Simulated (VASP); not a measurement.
Output of a VASP run:

**OUTCAR**
```
 ion  position               nearest neighbor table
   1  0.500  0.500  0.500-   3 1.78   4 1.78   3 1.78   4 1.78   5 1.84   6 1.84
   2  0.000  0.000  0.000-   5 1.78   6 1.78   5 1.78   6 1.78   3 1.84   4 1.84
   3  0.693  0.693  0.000-   1 1.78   1 1.78   2 1.84
   4  0.307  0.307  0.000-   1 1.78   1 1.78   2 1.84
   5  0.807  0.193  0.500-   2 1.78   2 1.78   1 1.84
   6  0.193  0.807  0.500-   2 1.78   2 1.78   1 1.84
  LATTYP: Found a simple tetragonal cell.
 ALAT       =     4.2331700000
 C/A-ratio  =     0.6362820298
 Subroutine PRICEL returns:
 Original cell was already a primitive cell.
 Subroutine GETGRP returns: Found 16 space group operations
The static configuration has the point symmetry D_2h.
 The point group associated with its full space group is D_4h.
The dynamic configuration has the point symmetry D_2h.
 Subroutine INISYM returns: Found 16 space group operations
 Subroutine IBZKPT returns following result:
 Found     24 irreducible k-points:

 Following reciprocal coordinates:
            Coordinates               Weight
  0.000000  0.000000  0.000000      1.000000
  0.200000  0.000000  0.000000      4.000000
  0.400000  0.000000  0.000000      4.000000
  0.200000  0.200000  0.000000      4.000000
  0.400000  0.200000  0.000000      8.000000
  0.400000  0.400000  0.000000      4.000000
  0.000000  0.000000  0.142857      2.000000
  0.200000  0.000000  0.142857      8.000000
  0.400000  0.000000  0.142857      8.000000
  0.200000  0.200000  0.142857      8.000000
  0.400000  0.200000  0.142857     16.000000
  0.400000  0.400000  0.142857      8.000000
  0.000000  0.000000  0.285714      2.000000
  0.200000  0.000000  0.285714      8.000000
  0.400000  0.000000  0.285714      8.000000
  0.200000  0.200000  0.285714      8.000000
  0.400000  0.200000  0.285714     16.000000
  0.400000  0.400000  0.285714      8.000000
  0.000000  0.000000  0.428571      2.000000
  0.200000  0.000000  0.428571      8.000000
  0.400000  0.000000  0.428571      8.000000
  0.200000  0.200000  0.428571      8.000000
  0.400000  0.200000  0.428571     16.000000
  0.400000  0.400000  0.428571      8.000000
   k-points           NKPTS =     24   k-points in BZ     NKDIM =     24   number of bands    NBANDS=     20
   number of dos      NEDOS =    301   number of ions     NIONS =      6
   total plane-waves  NPLWV =  20480
   dimension x,y,z NGX =    32 NGY =   32 NGZ =   20
   dimension x,y,z NGXF=    64 NGYF=   64 NGZF=   40
   ions per type =               2   4
   PREC   = accura    normal or accurate (medium, high low for compatibility)
   ISTART =      0    job   : 0-new  1-cont  2-samecut
   ICHARG =      2    charge: 1-file 2-atom 10-const
   ISPIN  =      1    spin polarized calculation?
   LNONCOLLINEAR =      F non collinear calculations
   LSORBIT =      F    spin-orbit coupling
   INIWAV =      1    electr: 0-lowe 1-rand  2-diag
   ENCUT  =  500.0 eV  36.75 Ry    6.06 a.u.   7.72  7.72  4.91*2*pi/ulx,y,z
   NELM   =    100;   NELMIN=  2; NELMDL= -5     # of ELM steps
   EDIFF  = 0.1E-05   stopping-criterion for ELM
   LREAL  =      F    real-space projection
   NLSPLINE    = F    spline interpolate recip. space projectors
   LMAXMIX     =    2 max onsite mixed and CHGCAR
   VOSKOWN=      0    Vosko Wilk Nusair interpolation
   EDIFFG = 0.1E-04   stopping-criterion for IOM
   NSW    =      0    number of steps for IOM
   NBLOCK =      1;   KBLOCK =      1    inner block; outer block
   IBRION =     -1    ionic relax: 0-MD 1-quasi-New 2-CG
   NFREE  =      0    steps in history (QN), initial steepest desc. (CG)
   ISIF   =      2    stress and relaxation
   ISYM   =      2    0-nonsym 1-usesym 2-fastsym
   TEIN   =    0.0    initial temperature
   TEBEG  =    0.0;   TEEND  =   0.0 temperature during run
   SMASS  =  -3.00    Nose mass-parameter (am)
   PSTRESS=    0.0 pullay stress
   NELECT =      32.0000    total number of electrons
   EFERMI =   0.00;   METHOD = LEGACY
   ISMEAR =     0;   SIGMA  =   0.05  broadening in eV -4-tet -1-fermi 0-gaus
...
```

File OSZICAR:
```
       N       E                     dE             d eps       ncg     rms          rms(c)
DAV:   1     0.152790433203E+03    0.15279E+03   -0.17592E+04   976   0.148E+03
DAV:   2    -0.442063625378E+02   -0.19700E+03   -0.18798E+03  1248   0.315E+02
DAV:   3    -0.508379256552E+02   -0.66316E+01   -0.66075E+01  1152   0.623E+01
DAV:   4    -0.508917425647E+02   -0.53817E-01   -0.53749E-01  1136   0.631E+00
DAV:   5    -0.508923728373E+02   -0.63027E-03   -0.63017E-03  1116   0.652E-01    0.170E+01
DAV:   6    -0.462684855896E+02    0.46239E+01   -0.18567E+01  1072   0.304E+01    0.757E+00
DAV:   7    -0.462953011872E+02   -0.26816E-01   -0.50030E-01  1128   0.505E+00    0.289E+00
DAV:   8    -0.463099024248E+02   -0.14601E-01   -0.18209E-02  1096   0.139E+00    0.109E+00
DAV:   9    -0.463166546498E+02   -0.67522E-02   -0.84244E-03  1096   0.995E-01    0.268E-01
DAV:  10    -0.463168892642E+02   -0.23461E-03   -0.86389E-04  1128   0.243E-01    0.507E-02
DAV:  11    -0.463168433655E+02    0.45899E-04   -0.20369E-04  1100   0.108E-01    0.769E-03
DAV:  12    -0.463168449681E+02   -0.16026E-05   -0.11300E-05  1128   0.246E-02    0.526E-03
DAV:  13    -0.463168447060E+02    0.26204E-06   -0.19589E-06   660   0.111E-02
   1 F= -.46316845E+02 E0= -.46316845E+02  d E =-.186296E-20
```

File OUTCAR:
```
------------------------ aborting loop because EDIFF is reached ----------------------------------------
  FORCE on cell =-STRESS in cart. coord.  units (eV):
  Direction    XX          YY          ZZ          XY          YZ          ZX
  --------------------------------------------------------------------------------------
  Total       -0.0043624     -0.0043624     -0.0057012      0.0000000      0.0000000      0.0000000
  in kB       -0.1448078     -0.1448078     -0.1892475      0.0000000      0.0000000      0.0000000
  external PRESSURE =      -0.1596211 kB  Pullay stress =       0.0000000 kB
  volume of cell :       48.27
      direct lattice vectors                 reciprocal lattice vectors
     4.233170000  0.000000000  0.000000000     0.236229587  0.000000000  0.000000000
     0.000000000  4.233170000  0.000000000     0.000000000  0.236229587  0.000000000
     0.000000000  0.000000000  2.693490000     0.000000000  0.000000000  0.371265533
 POSITION                                       TOTAL-FORCE (eV/Angst)
 -----------------------------------------------------------------------------------
      2.11659      2.11659      1.34675         0.000000      0.000000      0.000000
      0.00000      0.00000      0.00000         0.000000      0.000000      0.000000
      2.93426      2.93426      0.00000         0.004691      0.004691      0.000000
      1.29891      1.29891      0.00000        -0.004691     -0.004691      0.000000
      3.41549      0.81768      1.34675        -0.004691      0.004691      0.000000
      0.81768      3.41549      1.34675         0.004691     -0.004691      0.000000
 -----------------------------------------------------------------------------------
    total drift:                                0.000000     -0.000000      0.000000
  FREE ENERGIE OF THE ION-ELECTRON SYSTEM (eV)
  ---------------------------------------------------
  free  energy   TOTEN  =       -46.3168447060 eV

  energy  without entropy=      -46.3168447060  energy(sigma->0) =      -46.31684471
```
(Selected blocks of OUTCAR.)

File POSCAR:
```
SiO2
1
    4.2331700000     0.0000000000     0.0000000000
    0.0000000000     4.2331700000     0.0000000000
    0.0000000000     0.0000000000     2.6934900000
Si O
2 4
Direct
  0.5000000000   0.5000000000   0.5000000000
  0.0000000000   0.0000000000   0.0000000000
  0.6931600000   0.6931600000   0.0000000000
  0.3068400000   0.3068400000   0.0000000000
  0.8068400000   0.1931600000   0.5000000000
  0.1931600000   0.8068400000   0.5000000000
```

**Question.** Reconstruct the remaining input files.

**Answer.** Several could match; the one computed here: the input of the run itself, PBE GGA, plane waves, VASP's PBE PAW potentials (set 64).

File KPOINTS:
```
K-points
0
gamma
5 5 7
0 0 0
```

INCAR:
```
SYSTEM = SiO2
PREC = Accurate
ENCUT = 500
EDIFF = 1E-6
NELM = 100
ALGO = Normal
LREAL = .FALSE.
LASPH = .TRUE.
ISMEAR = 0
SIGMA = 0.05
GGA = PE
LWAVE = .FALSE.
LCHARG = .TRUE.
```

POTCAR, in this order: Si O (PBE.64 set). Program: vasp_std.

The structure comes from a computed database's SiO2 entry (P4_2/mnm); how it stands against other phases isn't given here. The cell was not relaxed at this level.
